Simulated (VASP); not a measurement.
VASP input:

### KPOINTS
```
K-points
0
G
 9 9 1
```

### POSCAR
```
Mo
1
    2.5964100000     0.0000000000     0.0000000000
    0.0000000000     2.5964100000     0.0000000000
    0.0000000000     0.0000000000    17.7893000000
Mo
4
Direct
  0.0000000000   0.0000000000   0.2810680000
  0.0000000000   0.0000000000   0.4270210000
  0.0000000000   0.0000000000   0.5729790000
  0.0000000000   0.0000000000   0.7189320000
```

### INCAR
```
ISMEAR = -1
PREC = Accurate
ISIF = 2
SIGMA = 0.1
ALGO = Normal   # blocked Davidson
ENCUT = 300
LREAL = .FALSE.   # projection in real space or not
NELM = 100   # most electronic steps
EDIFF = 1E-6   # SCF stop (eV)
LWAVE = .FALSE.
GGA = PE   # PBE
LMAXMIX = 4
LASPH = .TRUE.
SYSTEM = Mo
LCHARG = .FALSE.
```

POTCAR, in this order: Mo_sv (PBE.64 set). Program: vasp_std.

Question: Write an equivalent input for Quantum ESPRESSO's pw.x.

Answer: One equivalent input (not run):
```
&CONTROL
  calculation = 'scf'
  pseudo_dir = './pseudo'
  outdir = './out'
  tprnfor = .true.
  tstress = .true.
/
&SYSTEM
  ibrav = 0
  nat = 4
  ntyp = 1
  ecutwfc = 80
  occupations = 'smearing'
  smearing = 'fermi-dirac'
  degauss = 0.00735
  input_dft = 'pbe'
/
&ELECTRONS
  conv_thr = 7.3e-08
  electron_maxstep = 100
/
ATOMIC_SPECIES
  Mo 95.950 Mo.upf
CELL_PARAMETERS angstrom
     2.5964100    0.0000000    0.0000000
     0.0000000    2.5964100    0.0000000
     0.0000000    0.0000000   17.7893000
ATOMIC_POSITIONS crystal
  Mo   0.0000000  0.0000000  0.2810680
  Mo   0.0000000  0.0000000  0.4270210
  Mo   0.0000000  0.0000000  0.5729790
  Mo   0.0000000  0.0000000  0.7189320
K_POINTS automatic
  9 9 1 0 0 0
```
What does not carry over: the potentials are each code's own (VASP's PAW set, PseudoDojo norm-conserving files in pw.x), so ENCUT and ecutwfc are chosen apart and not converted; conv_thr bounds pw.x's estimated SCF error, while EDIFF bounds the energy change between steps.

The cell is a sheet with vacuum, built from a generated structure.
